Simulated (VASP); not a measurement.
All values below come from LDA (Ceperley-Alder, Perdew-Zunger), VASP's LDA PAW potentials (set 64) (plane waves; VASP 6.6.1).

A VASP calculation is set up with these files.

File POSCAR:
```
MgO
1
    0.0000000000     1.9852538401     1.9852538401
    1.9852538401     0.0000000000     1.9852538401
    1.9852538401     1.9852538401     0.0000000000
Mg O
1 1
Direct
  0.0000000000   0.0000000000   0.0000000000
  0.5000000000   0.5000000000   0.5000000000
```

INCAR:
```
ALGO  =  Normal
EDIFF  =  1E-6
EDIFFG  =  -0.02
ENCUT  =  620
IBRION  =  2
ISIF  =  3
ISMEAR  =  0
LASPH  =  .True.
LCHARG  =  .False.
LREAL  =  .False.
LWAVE  =  .False.
NELM  =  100
NSW  =  40
PREC  =  Accurate
PSTRESS  =  450
SIGMA  =  0.05
SYSTEM  =  MgO
```

**KPOINTS**
```
Automatic mesh
0
Gamma
11 11 11
0 0 0
```

POTCAR, in this order: Mg O (LDA.64 set). Program: vasp_std.

### Question
What will the output report for the number of irreducible k-points (NKPTS), largest plane-wave count, number of space-group operations, FFT grid (NGX, NGY, NGZ)?

### Answer

The number of irreducible k-points (NKPTS) is 56 and the largest plane-wave count is 560. The number of space-group operations is 48 and the FFT grid (NGX, NGY, NGZ) is 24 × 24 × 24.

The compound is MgO in the rock salt structure. This run relaxes it under an external pressure of 45 GPa. Symmetry was kept, so distortions that lower it aren't found.
